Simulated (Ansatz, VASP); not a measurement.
**NiSb (Breithauptite): VASP beside Ansatz**

One calculation is typed for both programs; each brings its own data sets. How far apart do they land? The cell is taken from a series of runs on this material, whose earlier steps may have relaxed, scaled, displaced or heated it; both programs get it as it stands.

Calculated with Ansatz 0.2.0; plane waves, with VASP 6.6.1 beside it; single point at LDA.

### 1. The starting structure

It takes space group P6_3/mmc (No. 194, hexagonal). Conventional cell: a = 3.928 Å, b = 3.928 Å, c = 5.120 Å, α = 90.00°, β = 90.00°, γ = 120.00°. Sb has 6 Ni at 2.60 Å nearest. Nearest to Ni lie 2 Ni at 2.56 Å and 6 Sb at 2.60 Å. Farther neighbours are not listed.

Coordinates:

```xyz
4
Lattice="3.9280 0.0000 0.0000 -1.9640 3.4017 0.0000 0.0000 0.0000 5.1200" Properties=species:S:1:pos:R:3 pbc="T T T"
Sb    1.9640    1.1339    3.8400
Sb    0.0000    2.2678    1.2800
Ni    1.9640    3.4017    2.5600
Ni    1.9640    3.4017    0.0000
```

### 2. VASP: single point, LDA

A single point gives forces, pressure and levels at one fixed geometry, so differences don't come from the geometry; what else differs is listed under the comparison.

Lines of VASP's logs that name or quote its potential files are left out, and so is its time.

Contents of INCAR:

```
SYSTEM = NiSb
PREC = Accurate
ENCUT = 600
EDIFF = 1E-06
NELM = 120
ISMEAR = -1
SIGMA = 0.05
LREAL = .FALSE.
ALGO = Normal
GGA = PW92
NBANDS = 21
LASPH = .TRUE.
LORBIT = 11
LWAVE = .FALSE.
LCHARG = .FALSE.
ISIF = 2
GGA_COMPAT = .FALSE.
```

Contents of POSCAR:

```
NiSb
1.0
    3.9280000000      0.0000000000      0.0000000000
   -1.9640000000      3.4017477861      0.0000000000
    0.0000000000      0.0000000000      5.1200000000
Sb Ni
2 2
Direct
    0.6666666666      0.3333333332      0.7500000000
    0.3333333332      0.6666666666      0.2500000000
    0.9999999999      0.9999999999      0.5000000000
    0.9999999999      0.9999999999      0.0000000000
```

Contents of KPOINTS:

```
Automatic mesh
0
Gamma
7 7 5
0 0 0
```

Potentials, in the order of the species: Sb and Ni (LDA family, release 64).

Started as:

```bash
mpirun -np 1 vasp_std
```

Numbers of over 12 decimals in the logs are rounded to 6 here.

Output:

```text
[banner, memory and clock lines left out]
running    1 mpi-ranks, on    1 nodes
 distrk:  each k-point on    1 cores,    1 groups
 distr:  one band on    1 cores,    1 groups

 POSCAR found type information on POSCAR SbNi
 POSCAR found :  2 types and       4 ions
|                                                                             |
|               ----> ADVICE to this user running VASP <----                  |
|                                                                             |
|     You enforced a specific xc type in the INCAR file but a different       |
|     [... a line on the potential file left out ...]
|     I HOPE YOU KNOW WHAT YOU ARE DOING!                                     |
|                                                                             |

 LDA part: xc-table for (Slater(with rela. corr.)+PW92), standard interpolation
 POSCAR, INCAR and KPOINTS ok, starting setup
 FFT: planning ... GRIDC
 FFT: planning ... GRID_SOFT
 FFT: planning ... GRID
 WAVECAR not read
 entering main loop
       N       E                     dE             d eps       ncg     rms          rms(c)
DAV:   1     0.179598587111E+03    0.17960E+03   -0.13534E+04  1008   0.166E+03
DAV:   2    -0.150343390611E+02   -0.19463E+03   -0.18721E+03  1038   0.318E+02
DAV:   3    -0.253245649839E+02   -0.10290E+02   -0.99148E+01  1169   0.898E+01
DAV:   4    -0.255964239392E+02   -0.27186E+00   -0.27076E+00  1158   0.134E+01
DAV:   5    -0.256053965798E+02   -0.89726E-02   -0.89706E-02  1268   0.261E+00    0.133E+01
DAV:   6    -0.280603782344E+02   -0.24550E+01   -0.28572E+01  1126   0.995E+01    0.170E+01
DAV:   7    -0.241446298608E+02    0.39157E+01   -0.10766E+01  1143   0.703E+01    0.355E+00
DAV:   8    -0.241578803676E+02   -0.13251E-01   -0.11217E+00  1458   0.951E+00    0.246E+00
DAV:   9    -0.241027996459E+02    0.55081E-01   -0.18714E-01  1148   0.769E+00    0.467E-01
DAV:  10    -0.241029870715E+02   -0.18743E-03   -0.68894E-03  1128   0.803E-01    0.357E-01
DAV:  11    -0.241024662685E+02    0.52080E-03   -0.66347E-04  1111   0.220E-01    0.103E-01
DAV:  12    -0.241023427558E+02    0.12351E-03   -0.30289E-04  1430   0.291E-01    0.371E-02
DAV:  13    -0.241023418068E+02    0.94893E-06   -0.35022E-05  1164   0.513E-02    0.259E-02
DAV:  14    -0.241023411109E+02    0.69591E-06   -0.28718E-06  1042   0.135E-02
   1 F= -.24102341E+02 E0= -.24094981E+02  d E =-.147192E-01
```

OUTCAR, selected parts (step 2):

```text
ion  position               nearest neighbor table
   1  0.667  0.333  0.750-   3 2.60   4 2.60   3 2.60   4 2.60   3 2.60   4 2.60   2 3.42   2 3.42
                             2 3.42   2 3.42   2 3.42   2 3.42
   2  0.333  0.667  0.250-   3 2.60   4 2.60   3 2.60   4 2.60   3 2.60   4 2.60   1 3.42   1 3.42
                             1 3.42   1 3.42   1 3.42   1 3.42
   3  1.000  1.000  0.500-   4 2.56   4 2.56   1 2.60   2 2.60   2 2.60   1 2.60   1 2.60   2 2.60

  LATTYP: Found a hexagonal cell.
 ALAT       =     3.9280000000
 C/A-ratio  =     1.3034623218

 Subroutine GETGRP returns: Found 24 space group operations
 (whereof 12 operations were pure point group operations)

The static configuration has the point symmetry D_3d.
 The point group associated with its full space group is D_6h.

 Found     24 irreducible k-points:

   k-points           NKPTS =     24   k-points in BZ     NKDIM =     24   number of bands    NBANDS=     21

   dimension x,y,z NGX =    32 NGY =   32 NGZ =   42
   dimension x,y,z NGXF=    64 NGYF=   64 NGZF=   84

   ENCUT  =  600.0 eV  44.10 Ry    6.64 a.u.   7.85  7.85 10.23*2*pi/ulx,y,z

   NELECT =      30.0000    total number of electrons

 k-points in reciprocal lattice and weights: Automatic mesh
   0.00000000  0.00000000  0.00000000       0.004
   0.14285714 -0.00000000  0.00000000       0.024
   0.28571429 -0.00000000  0.00000000       0.024
   0.42857143  0.00000000  0.00000000       0.024
   0.14285714  0.14285714  0.00000000       0.024
   0.28571429  0.14285714  0.00000000       0.049
   0.42857143  0.14285714  0.00000000       0.024
   0.28571429  0.28571429  0.00000000       0.024
   0.00000000  0.00000000  0.20000000       0.008
[...]
0.42857143  0.14285714  0.40000000       0.049
   0.28571429  0.28571429  0.40000000       0.049

 average (electrostatic) potential at core
       1 -83.8728       2 -83.8728       3 -81.3889       4 -81.3889

 E-fermi :   9.8712

 k-point     1 :       0.0000    0.0000    0.0000
  band No.  band energies     occupation
    ...
      9       7.7489      2.00000
     10       7.7489      2.00000
     11       8.5406      2.00000
     12       8.5406      2.00000
     13       9.8607      1.10478
     14      10.4938      0.00001
     15      10.4938      0.00001
     16      12.3825      0.00000
     17      12.3825      0.00000
     18      13.0520      0.00000
    ...

 k-point     2 :       0.1429   -0.0000    0.0000
  band No.  band energies     occupation
    ...
     11       8.5276      2.00000
     12       8.5430      2.00000
     13       9.0568      2.00000
     14       9.7396      1.86590
     15       9.7768      1.73711
     16      11.4917      0.00000
     17      13.0275      0.00000
     18      13.4501      0.00000
     19      14.5598      0.00000
     20      15.5083      0.00000
    ...

 k-point     3 :       0.2857   -0.0000    0.0000
  band No.  band energies     occupation
    ...
     11       8.0425      2.00000
     12       8.5013      2.00000
     13       8.5497      2.00000
     14       8.6721      2.00000
     15       9.4150      1.99978
     16      10.4533      0.00002
     17      12.0687      0.00000
     18      13.6426      0.00000
     19      13.8866      0.00000
     20      15.8450      0.00000
    ...

  Total       -2.2113388     -2.2113388     -2.3818647      0.0000000      0.0000000      0.0000000
  in kB      -51.7871859    -51.7871859    -55.7807202      0.0000000      0.0000000      0.0000000
  external PRESSURE =     -53.1183640 kB  Pullay stress =       0.0000000 kB

  energy-cutoff  :      600.00
  volume of cell :       68.41
      direct lattice vectors                 reciprocal lattice vectors
     3.928000000  0.000000000  0.000000000     0.254582485  0.146983266  0.000000000
    -1.964000000  3.401747786  0.000000000     0.000000000  0.293966532  0.000000000
     0.000000000  0.000000000  5.120000000     0.000000000  0.000000000  0.195312500

 POSITION                                       TOTAL-FORCE (eV/Angst)
 -----------------------------------------------------------------------------------
      1.96400      1.13392      3.84000         0.000000     -0.000000      0.000000
     -0.00000      2.26783      1.28000        -0.000000      0.000000     -0.000000
      1.96400      3.40175      2.56000         0.000000      0.000000     -0.000000
      1.96400      3.40175      0.00000         0.000000      0.000000     -0.000000
 -----------------------------------------------------------------------------------
    total drift:                                0.000000      0.000000     -0.000000

  FREE ENERGIE OF THE ION-ELECTRON SYSTEM (eV)
  ---------------------------------------------------
  free  energy   TOTEN  =       -24.1023411109 eV

  energy  without entropy=      -24.0876218806  energy(sigma->0) =      -24.09498150

 total charge
# of ion       s       p       d       tot
------------------------------------------
    1        1.143   1.230   0.080   2.453
    2        1.143   1.230   0.080   2.453
    3        0.454   0.484   8.485   9.423
    4        0.454   0.484   8.485   9.423
--------------------------------------------------
tot          3.193   3.429  17.129  23.752

[... 3 further parts left out ...]
```

This run has no spin polarisation, so a moment on Ni, if there is one, isn't seen. The k-mesh is coarse for a metal.

### 3. Ansatz: single point, LDA

Ansatz runs on its default PAW (the set named soft_2) files.

The same cell, functional (in two slightly different forms), mesh and smearing now go to Ansatz, which takes its cutoff from its data sets.

Contents of input.yaml:

```yaml
crystal:
  lattice:
    - [3.928, 0.0, 0.0]
    - [-1.964, 3.4017477861, 0.0]
    - [0.0, 0.0, 5.12]
  atoms:
    - { symbol: Sb, position: [0.6666666667, 0.3333333333, 0.75] }
    - { symbol: Sb, position: [0.3333333333, 0.6666666667, 0.25] }
    - { symbol: Ni, position: [0.0, 0.0, 0.5] }
    - { symbol: Ni, position: [0.0, 0.0, 0.0] }
kpoints:
  mp_grid: { grid: [7, 7, 5] }
  band_path:
    path:
      - [[0.0, 0.0, 0.0], [0.5, 0.0, 0.0], [0.33333333, 0.33333333, 0.0], [0.0, 0.0, 0.0], [0.0, 0.0, 0.5], [0.5, 0.0, 0.5], [0.33333333, 0.33333333, 0.5], [0.0, 0.0, 0.5]]
      - [[0.5, 0.0, 0.5], [0.5, 0.0, 0.0]]
      - [[0.33333333, 0.33333333, 0.0], [0.33333333, 0.33333333, 0.5]]
    npoints: 5
scf:
  occupations: { method: fermi_dirac, width: 0.05 }
  n_extra_bands: 8
hamiltonian:
  xc: lda
  pseudopotentials: { kind: paw }
output:
  forces: true
  stress: true
  populations: true
  write_bands: true
```

Started as:

```bash
ansatz run input.yaml --threads 4 --pin off --max-ram 8192MiB --backend cpu --events-out ev --progress --plain --runs-dir out
```

Output:

```text
scf.n_extra_bands = 8 over 33 filled bands (N_el = 66.0): the run solves 41 bands
Engine: ansatz 0.2.0, x86_64-unknown-linux-gnu
Pseudopotentials: kind: paw
Pseudopotential: Sb, paw, valence charge 15, recommended cutoff 420 eV (normal), Sb.paw.azcp
Pseudopotential: Ni, paw, valence charge 18, recommended cutoff 420 eV (normal), Ni.paw.azcp
Functional definition: SPW92
  exchange = slater_x
  correlation = pw_c
Crystal: 4 atoms, lattice volume = 68.414 Å³
Basis set: ecut = 420 eV, 1385 PW (Γ)
Bands: 41, of which v1, the nominal top of the filled ones, is band 33 counted from 1 (32 counted from 0)
Symmetry: 24 space group operations
Space group: P63/mmc (ITA 194), of the structure as read, at distance tolerance 4.1e-5 Å
k-points: 24 of 245
Non-local potential: Sb, projectors of the file, l = 0: 2, l = 1: 2, l = 2: 2, l = 3: 2
Non-local potential: Ni, projectors of the file, l = 0: 3, l = 1: 2, l = 2: 3, l = 3: 1
PAW form: soft (Blöchl's): semilocal exchange-correlation on the pseudo side does not see the compensation charge
PAW frozen core: Sb, regenerated for the run's functional, and the local potential with it (the file was generated under x = pbe(κ = 0.804, μ = 0.219515), c = pbe(β = 0.066725))
PAW frozen core: Ni, regenerated for the run's functional, and the local potential with it (the file was generated under x = pbe(κ = 0.804, μ = 0.219515), c = pbe(β = 0.066725))
PAW one-centre angular grid: Sb, 590 points (default); XC on 64 Gauss nodes
PAW one-centre angular grid: Ni, 590 points (default); XC on 64 Gauss nodes
Initial density: superposition of atomic densities (neutral atoms: chi_scale 0, normalization atom), corrected by the library's trained network
Initial wavefunctions: pseudopotential atomic-orbital guess
Functional: x = slater, c = lda
SCF iter   1: F=—  HF=-24219.663554 eV  |F-HF|=—  |Δ(HF+E_count)|=         —  Δρ=1.23e-2  dr2=3.92e-2  ethr=1.77e-3  ⟨swp⟩=6.6  Hψ=3987  notcnv=0  defer=3
preconditioner: auto → Kerker (q_TF=auto, 2.712 Å⁻¹)  [metal: Δε(μ)=0.085 eV  Ē_g=18.623 eV  σ=0.050 eV  W_gap=0.37  n_scr=22 (ndim 8)  ℏωp=31.7 eV  f_vac=0.006  D(μ)=1.72/eV (n_scr^D=8)]
SCF iter   2: F=—  HF=-24219.654213 eV  |F-HF|=—  |Δ(HF+E_count)|=   9.34e-3  Δρ=4.44e-3  dr2=4.82e-3  ethr=5.94e-5  ⟨swp⟩=2.3  Hψ=1840  notcnv=0  defer=49
SCF iter   3: F=—  HF=-24219.652955 eV  |F-HF|=—  |Δ(HF+E_count)|=   1.26e-3  Δρ=1.35e-3  dr2=6.96e-4  ethr=7.30e-6  ⟨swp⟩=2.2  Hψ=1605  notcnv=0  defer=49
SCF iter   4: F=—  HF=-24219.652739 eV  |F-HF|=—  |Δ(HF+E_count)|=   2.16e-4  Δρ=2.40e-4  dr2=6.48e-5  ethr=1.05e-6  ⟨swp⟩=2.0  Hψ=986  notcnv=0  defer=49
SCF iter   5: F=—  HF=-24219.652719 eV  |F-HF|=—  |Δ(HF+E_count)|=   1.98e-5  Δρ=1.02e-4  dr2=1.03e-5  ethr=9.81e-8  ⟨swp⟩=1.9  Hψ=1019  notcnv=0  defer=49
SCF iter   6: F=—  HF=-24219.652717 eV  |F-HF|=—  |Δ(HF+E_count)|=   2.15e-6  Δρ=2.59e-5  dr2=4.11e-7  ethr=1.56e-8  ⟨swp⟩=2.0  Hψ=1489  notcnv=0  defer=49
SCF iter   7: F=-24219.652717 eV  HF=-24219.652717 eV  |F-HF|=3.06e-8  |Δ(HF+E_count)|=   2.70e-8  Δρ=1.15e-5  dr2=7.47e-8  ethr=1.52e-10  ⟨swp⟩=8.6  Hψ=4649  notcnv=0
SCF 1 converged in 7 iterations: F = -24219.652717 eV  dr2 = 7.47e-8
  greatest PAW one-centre occupation: 1.002 electrons in one spin orbital (limit 2), on the Ni atom at site 2 (counted from 0), in its partial waves of l = 1
NSCF: frozen V_eff on 48 k-points
SCF converged after 7 iterations
Free energy (F): -24219.652717 eV
Harris-Foulkes:  -24219.652717 eV  (|F-HF|=3.06e-8)
Internal energy: -24219.637353 eV  (E = F + TS)
E sigma→0 (E₀):  -24219.645035 eV
Entropy (-TS):   -0.015364 eV (-3.841 meV/atom)
Fermi energy:    14.913759 eV
--- Per-component energies (eV) ---
  E_band       = -875.934224
  E_kinetic    = 992.710556
  E_local      = -11091.728336  (includes V_loc(G=0)·N_el)
  E_nonlocal   = 2021.641949
  E_hartree    = 4841.268683
  E_xc         = -447.308714
  E_vxc        = -416.976016  (∫ρ·V_xc dr)
  E_paw        = -11991.798785  (= ΣΔE_a)
  E_vpaw       = -2064.130833  (= ΣTr[D̂ρ^β])
  E_aug_tail   = 0.000818  (compensation charges beyond the density's cutoff)
  E_ewald      = -8546.409412
  E_core_change = 1.985888  (= ΣΔE_core)
  E_smearing   = -0.015364  (= −TS)
  E_closure    = -0.000000  (closes the sum)
  Σ components = -24219.652717   (vs F -24219.652717, Δ=0.00e0)
--- Forces (eV/Å), atoms counted from 1 ---
  atom   1  Sb    -0.00000000     0.00000000     0.00000000
  atom   2  Sb     0.00000000    -0.00000000    -0.00000000
  atom   3  Ni    -0.00000000    -0.00000000     0.00000000
  atom   4  Ni     0.00000000     0.00000000    -0.00000000
  max |Σ_I F_I| component: 2.31e-18 eV/Å
--- Stress (GPa, compression-positive) ---
       -5.250214       0.000000       0.000000
       -0.000000      -5.250214       0.000000
        0.000000       0.000000      -5.794320
  P = ⅓ Tr σ = -5.4316 GPa (-54.316 kbar)
--- Band table (eV; the first three rows and the last of 24) ---
  k-point 0: bands = [... 29 lower, 13.6009, 14.9202, 15.5125, 15.5125, 17.4326, 17.4326, 18.0941, 18.9079, ... 4 higher]
  k-point 1: bands = [... 29 lower, 13.3754, 14.7256, 15.9322, 15.9322, 17.4042, 17.4042, 17.8223, 18.4949, ... 4 higher]
  k-point 2: bands = [... 29 lower, 13.0226, 14.6653, 15.9460, 16.6878, 16.6878, 17.2220, 17.2220, 19.5502, ... 4 higher]
  k-point 23: bands = [... 29 lower, 13.0885, 13.4071, 13.4636, 13.7146, 13.9377, 18.0699, 18.9813, 21.5611, ... 4 higher]
--- Löwdin populations: 4 sites ---
  site symbol       q [e]
     0     Sb     15.1144
     1     Sb     15.1144
     2     Ni     17.6548
     3     Ni     17.6548
  spilling = 0.006992 (of n_electrons = 66.000000)
```

In the SCF lines HF is the Harris–Foulkes energy and dr2 the Hartree energy of the density residual, in eV; the loop may stop once dr2 is under the threshold and the program's other checks hold. Hψ counts applications of the Hamiltonian.

### 4. Side by side

Known differences besides the potentials themselves: the data sets hold 66 valence electrons in Ansatz (on its default PAW (the set named soft_2) files) and 30 in VASP; the cutoff is 420 eV in Ansatz and 600 eV in VASP; VASP's log shows a relativistic correction to its local exchange, Ansatz's none. Total energies have different zeros and are not compared.

The two programs side by side:

| quantity | Ansatz | VASP | difference |
| --- | --- | --- | --- |
| pressure (GPa) | -5.43 | -5.31 | -0.12 |

### 5. Summary of results

| Quantity | Value |
| --- | --- |
| difference in pressure (single point, LDA) | -0.12 GPa |

What this shows: The difference in pressure is -0.12 GPa (single point, LDA), within the 1 GPa picked in this series as the mark of a large difference. The data sets hold unlike numbers of valence electrons (66 in Ansatz and 30 in VASP), so part of the differences comes from the potentials. How closely two codes agree says nothing of how well the functional describes the real material.

[Lines on the potential files, build, host, timing and source positions are cut from VASP's logs without a mark.]

[Logs are printed without paths, hosts, clocks, repeated set-up lines and the standing remarks that a program may print on its own settings, such as how far it seeks lower states.]

[Hosts, paths, dates, database ids (printed as entryN), source tags and the programs' standing remarks are cut or masked in the printed files.]
